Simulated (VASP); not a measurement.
Calculation: revTPSS meta-GGA, VASP's PBE PAW potentials (set 64) (plane waves; VASP).

Input for VASP

File POSCAR:
```
SiC
1
    1.5680454544    -2.7159341482     0.0000000000
    1.5680454544     2.7159341482     0.0000000000
    0.0000000000     0.0000000000     5.1478323490
Si C
2 2
Direct
  0.6666670000   0.3333330000   0.4996457152
  0.3333330000   0.6666670000   0.9996457152
  0.6666670000   0.3333330000   0.8753542848
  0.3333330000   0.6666670000   0.3753542848
```

**INCAR**
```
# general
SYSTEM  = SiC
PREC    = Accurate
ENCUT   = 520   # plane-wave cut-off (eV)
LREAL   = .FALSE.
LASPH   = .TRUE.   # aspherical one-centre terms

# electronic loop
EDIFF   = 1E-7   # SCF stop (eV)
NELM    = 100
ALGO    = Normal   # blocked Davidson
LMIXTAU = .TRUE.

# smearing
ISMEAR  = 0   # Gaussian
SIGMA   = 0.05   # width (eV)

# functional
METAGGA = RTPSS

# ions
IBRION  = 2
NSW     = 30
ISIF    = 4
EDIFFG  = -0.01   # ionic stop

# output
LWAVE   = .FALSE.
LCHARG  = .FALSE.
```

**KPOINTS**
```
Automatic mesh
0
Gamma
8 8 5
0 0 0
```

POTCAR, in this order: Si C (PBE.64 set). Program: vasp_std.

The run wrote:

**OUTCAR**
```
 ion  position               nearest neighbor table
   1  0.667  0.333  0.500-   4 1.92   4 1.92   4 1.92   3 1.93   2 3.15   2 3.15   2 3.15   2 3.15
                             2 3.15   2 3.15
   2  0.333  0.667  1.000-   3 1.92   3 1.92   3 1.92   4 1.93   1 3.15   1 3.15   1 3.15   1 3.15
                             1 3.15   1 3.15
   3  0.667  0.333  0.875-   2 1.92   2 1.92   2 1.92   1 1.93
   4  0.333  0.667  0.375-   1 1.92   1 1.92   1 1.92   2 1.93
  LATTYP: Found a hexagonal cell.
 ALAT       =     3.1360906945
 C/A-ratio  =     1.6414807001
 Subroutine PRICEL returns:
 Original cell was already a primitive cell.
 Subroutine GETGRP returns: Found 12 space group operations
The static configuration has the point symmetry C_3v.
 The point group associated with its full space group is C_6v.
The dynamic configuration has the point symmetry C_3v.
 Subroutine INISYM returns: Found 12 space group operations
 Subroutine IBZKPT returns following result:
 Found     30 irreducible k-points:

 Following reciprocal coordinates:
            Coordinates               Weight
  0.000000  0.000000  0.000000      1.000000
  0.125000  0.000000  0.000000      6.000000
  0.250000  0.000000  0.000000      6.000000
...
```

File OSZICAR:
```
       N       E                     dE             d eps       ncg     rms          rms(c)
DAV:   1     0.513285072618E+02    0.51329E+02   -0.77008E+03   720   0.137E+03
DAV:   2    -0.353340279888E+02   -0.86663E+02   -0.79432E+02  1168   0.301E+02
DAV:   3    -0.397850799062E+02   -0.44511E+01   -0.44109E+01   936   0.550E+01
DAV:   4    -0.398920787422E+02   -0.10700E+00   -0.10690E+00  1032   0.133E+01
DAV:   5    -0.398947079921E+02   -0.26292E-02   -0.26286E-02   916   0.120E+00    0.134E+01
DAV:   6    -0.338828661952E+02    0.60118E+01   -0.10118E+01   720   0.416E+01    0.689E+00
DAV:   7    -0.347287629919E+02   -0.84590E+00   -0.75035E+00   772   0.201E+01    0.276E+00
DAV:   8    -0.352548205181E+02   -0.52606E+00   -0.92285E-01   772   0.783E+00    0.172E+00
DAV:   9    -0.352136990793E+02    0.41121E-01   -0.13624E-01   880   0.350E+00    0.376E-01
DAV:  10    -0.352477544566E+02   -0.34055E-01   -0.92518E-02   744   0.328E+00    0.219E-01
DAV:  11    -0.352858897333E+02   -0.38135E-01   -0.39153E-02   792   0.197E+00    0.119E-01
DAV:  12    -0.352825816214E+02    0.33081E-02   -0.31564E-03   868   0.526E-01    0.139E-01
DAV:  13    -0.352884527529E+02   -0.58711E-02   -0.54443E-03   788   0.639E-01    0.123E-02
DAV:  14    -0.352885070796E+02   -0.54327E-04   -0.22315E-04   876   0.153E-01    0.137E-02
DAV:  15    -0.352884972641E+02    0.98155E-05   -0.97784E-06   860   0.471E-02    0.120E-02
DAV:  16    -0.352885281206E+02   -0.30856E-04   -0.16850E-05   856   0.388E-02    0.245E-03
DAV:  17    -0.352885283723E+02   -0.25171E-06   -0.69039E-07   844   0.107E-02    0.146E-03
DAV:  18    -0.352885282542E+02    0.11808E-06   -0.10386E-07   600   0.409E-03    0.597E-04
DAV:  19    -0.352885285331E+02   -0.27888E-06   -0.36454E-08   476   0.242E-03    0.147E-04
DAV:  20    -0.352885285706E+02   -0.37479E-07   -0.86812E-09   456   0.913E-04
   1 F= -.35288529E+02 E0= -.35288529E+02  d E =-.352885E+02
       N       E                     dE             d eps       ncg     rms          rms(c)
DAV:   1    -0.352885544882E+02   -0.25955E-04   -0.39716E-03   868   0.538E-01    0.378E-02
DAV:   2    -0.352885318890E+02    0.22599E-04   -0.10912E-04   896   0.103E-01    0.177E-02
DAV:   3    -0.352885297484E+02    0.21406E-05   -0.40983E-05   860   0.501E-02    0.579E-03
DAV:   4    -0.352885275224E+02    0.22260E-05   -0.83008E-06   840   0.285E-02    0.287E-03
DAV:   5    -0.352885311214E+02   -0.35990E-05   -0.25616E-06   864   0.179E-02    0.179E-03
DAV:   6    -0.352885298944E+02    0.12270E-05   -0.40305E-07   792   0.783E-03    0.275E-04
DAV:   7    -0.352885309863E+02   -0.10918E-05   -0.19109E-07   536   0.551E-03    0.111E-04
DAV:   8    -0.352885305871E+02    0.39912E-06   -0.32408E-08   452   0.208E-03    0.906E-05
DAV:   9    -0.352885307867E+02   -0.19955E-06   -0.22714E-09   416   0.591E-04    0.295E-05
DAV:  10    -0.352885306952E+02    0.91509E-07   -0.38705E-10   420   0.257E-04
   2 F= -.35288531E+02 E0= -.35288531E+02  d E =-.212461E-05
       N       E                     dE             d eps       ncg     rms          rms(c)
DAV:   1    -0.352885509021E+02   -0.20115E-04   -0.92402E-04   872   0.259E-01    0.183E-02
DAV:   2    -0.352885457818E+02    0.51203E-05   -0.25328E-05   896   0.494E-02    0.854E-03
DAV:   3    -0.352885437511E+02    0.20307E-05   -0.94959E-06   864   0.241E-02    0.280E-03
DAV:   4    -0.352885454343E+02   -0.16832E-05   -0.19354E-06   844   0.138E-02    0.139E-03
DAV:   5    -0.352885448412E+02    0.59315E-06   -0.59709E-07   868   0.866E-03    0.866E-04
DAV:   6    -0.352885454320E+02   -0.59088E-06   -0.90078E-08   512   0.379E-03    0.133E-04
DAV:   7    -0.352885450485E+02    0.38349E-06   -0.50687E-08   452   0.267E-03    0.578E-05
DAV:   8    -0.352885452975E+02   -0.24894E-06   -0.72881E-09   408   0.971E-04    0.431E-05
DAV:   9    -0.352885452155E+02    0.82029E-07   -0.57998E-10   404   0.276E-04
   3 F= -.35288545E+02 E0= -.35288545E+02  d E =-.166449E-04
```

File OUTCAR:
```
------------------------ aborting loop because EDIFF is reached ----------------------------------------
  FORCE on cell =-STRESS in cart. coord.  units (eV):
  Direction    XX          YY          ZZ          XY          YZ          ZX
  --------------------------------------------------------------------------------------
  Total       -3.1645779     -3.1645774     -3.1635876     -0.0000000      0.0000000      0.0000000
  in kB     -115.6362772   -115.6362569   -115.6000919     -0.0000000      0.0000000      0.0000000
  external PRESSURE =    -115.6242087 kB  Pullay stress =       0.0000000 kB
  volume of cell :       43.85
      direct lattice vectors                 reciprocal lattice vectors
     1.567818814 -2.715541606  0.000000000     0.318914402 -0.184125332 -0.000000000
     1.567818814  2.715541606  0.000000000     0.318914402  0.184125332  0.000000000
     0.000000000 -0.000000000  5.149320755     0.000000000  0.000000000  0.194200371
  FREE ENERGIE OF THE ION-ELECTRON SYSTEM (eV)
  ---------------------------------------------------
  free  energy   TOTEN  =       -35.2885452155 eV

  energy  without entropy=      -35.2885452155  energy(sigma->0) =      -35.28854522

 reached required accuracy - stopping structural energy minimisation
```
(Selected blocks of OUTCAR.)

### CONTCAR
```
SiC
   1.00000000000000
     1.5678188142317009   -2.7155416057931157    0.0000000000000000
     1.5678188142317009    2.7155416057931157    0.0000000000000000
     0.0000000000000000   -0.0000000000000000    5.1493207547707494
  Si              C
     2     2
Direct
     0.6666669999999968    0.3333330000000032    0.4995897280883714
     0.3333330000000032    0.6666669999999968    0.9995897280883713
     0.6666669999999968    0.3333330000000032    0.8754102719116287
     0.3333330000000032    0.6666669999999968    0.3754102719116286
```

The compound is SiC in the wurtzite structure, the rare 2H polytype. This cell is one point of a volume scan, at 1.06 of the reference volume. Symmetry was kept, so distortions that lower it aren't found.
